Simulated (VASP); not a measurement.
Crystal: KRu3.

```xyz
4
Lattice="0.0000 3.7548 3.7548 3.7548 0.0000 3.7548 3.7548 3.7548 0.0000" Properties=species:S:1:pos:R:3 pbc="T T T"
K     0.0000    0.0000    0.0000
Ru    5.6322    5.6322    5.6322
Ru    3.7548    3.7548    3.7548
Ru    1.8774    1.8774    1.8774
```

The cell was built by a generator and needn't be a form met in nature.

* Program: VASP 6.6.1
* Task: relaxation of cell and atoms
* Functional: PBE
* Potentials or basis: VASP PAW PBE potentials, release 64 (K_sv, Ru_pv)
* Cutoff: 600 eV
* k mesh: 4 × 4 × 4
* Occupations: gaussian, width 0.1 eV
* Spin: no spin polarisation

At the start: pressure -19.6 GPa; volume 26.47 Å³/atom.

Problem. Where does the relaxation end?

Solution. Over 3 steps the energy falls by 1038.1 meV/atom and the volume is 16.25 Å³/atom (-38.6 %); space group Fm-3m (No. 225, to 0.05 Å).

The path:
```csv
step,energy change (eV),largest force (eV/Å),pressure (GPa),volume (Å³)
1,0.0000,0.0000,-19.62,105.87
2,-4.1388,0.0000,3.19,63.57
3,-4.1526,0.0000,-0.09,65.01
```

Final structure:
```
CELL_PARAMETERS angstrom
0.00000 3.19142 3.19142
3.19142 0.00000 3.19142
3.19142 3.19142 0.00000
ATOMIC_POSITIONS crystal
K 0.00000 0.00000 0.00000
Ru 0.75000 0.75000 0.75000
Ru 0.50000 0.50000 0.50000
Ru 0.25000 0.25000 0.25000
```

Caveat: the k mesh is coarse (spacing up to 0.36 Å⁻¹), so the values aren't converged; the volume moved by over 15 % at a fixed basis, so the end points are rough.
